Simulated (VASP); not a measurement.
Given:

```yaml
crystal:
  lattice:
    - [0.00000, 2.59073, 2.59073]
    - [2.59073, 0.00000, 2.59073]
    - [2.59073, 2.59073, 0.00000]
  atoms:
    - { symbol: Be, position: [0.00000, 0.00000, 0.00000] }
    - { symbol: Se, position: [0.25000, 0.25000, 0.25000] }
```

Method: PBE GGA, VASP's PBE PAW potentials (set 64) (plane waves; VASP 6.6.1). Run with 350 eV cut-off, Gaussian smearing of 0.050 eV, potentials Be Se.

Question: Give the energies of bands 2 to 7 at the high-symmetry points, in eV from the valence-band maximum.

Answer: 
| band | Γ | X | U | L | W |
|---|---|---|---|---|---|
| 2 | 0.00 | -4.97 | -4.56 | -5.57 | -4.32 |
| 3 | 0.00 | -2.58 | -3.90 | -1.04 | -3.69 |
| 4 | 0.00 | -2.58 | -2.15 | -1.04 | -3.19 |
| 5 | 4.21 | 2.67 | 3.77 | 4.26 | 6.12 |
| 6 | 5.01 | 4.21 | 6.78 | 5.96 | 7.05 |
| 7 | 5.01 | 11.53 | 9.59 | 5.96 | 7.37 |

The gap is indirect, 2.67 eV, from the valence maximum at Γ to the conduction minimum at X.

Measured: gap 4.00 eV (computed value off by -1.33 eV), as given by Das et al., (2018), arXiv:1807.05623.

The compound is BeSe in the zinc blende structure. It was relaxed first.
